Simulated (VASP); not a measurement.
Here is a VASP 6.6.1 calculation.

File INCAR:

```
ALGO     = Normal         # electronic algorithm
EDIFF    = 1E-6           # SCF threshold, eV
EDIFFG   = -0.01          # ionic threshold
ENCUT    = 600            # plane-wave cutoff, eV
IBRION   = 2              # ionic algorithm
ISIF     = 3              # what is computed and relaxed
ISMEAR   = 0              # smearing method
KPAR     = 4            
LASPH    = True           # aspherical terms in the spheres
LATTICE_CONSTRAINTS= .TRUE. .TRUE. .FALSE.
LCHARG   = False          # write CHGCAR
LREAL    = False          # projectors in reciprocal space
LWAVE    = False          # write WAVECAR
NELM     = 80             # most SCF steps
NSW      = 90             # ionic steps
PREC     = Accurate       # precision mode
SIGMA    = 0.03           # smearing width, eV
```

KPOINTS

```
k-points
0
Gamma
  9 9 1
```

POSCAR

```
Bi2Se3
1.0
    4.1430000000      0.0000000000      0.0000000000
   -2.0715000000      3.5879432500      0.0000000000
    0.0000000000      0.0000000000     34.5115176000
Se Bi
6 4
Direct
    0.0000000000      0.0000000000      0.2607825000
    0.6666666700      0.3333333300      0.3617080000
    0.3333333300      0.6666666700      0.4626335000
    0.6666666700      0.3333333300      0.5373665000
    0.3333333300      0.6666666700      0.6382920000
    0.0000000000      0.0000000000      0.7392175000
    0.3333333300      0.6666666700      0.3057274000
    0.0000000000      0.0000000000      0.4176886000
    0.0000000000      0.0000000000      0.5823114000
    0.6666666700      0.3333333300      0.6942726000
```

Potentials or basis: VASP PAW LDA potentials, release 64 (Se, Bi_d).

Launch:

```sh
$ cat potpaw_LDA.64/Se/POTCAR potpaw_LDA.64/Bi_d/POTCAR > POTCAR
$ mpirun -np 4 vasp_std > vasp.out
```

(1) Predict the band gap on the k mesh.

(2) What does it give for the relaxed cell?

(3) What does it give for the relaxed volume?

(4) Predict the space group after relaxing (to 0.05 Å).

## Answers

(1) 0.43 eV, direct.

(2) a = 4.095 Å, b = 4.095 Å, c = 34.512 Å, α = 90.00°, β = 90.00°, γ = 120.00°.

(3) 50.12 Å³/atom.

(4) P-3m1 (No. 164).

Caveat: spin-orbit coupling is left out, which as a rule narrows the gap of such compounds by several tenths of an eV.
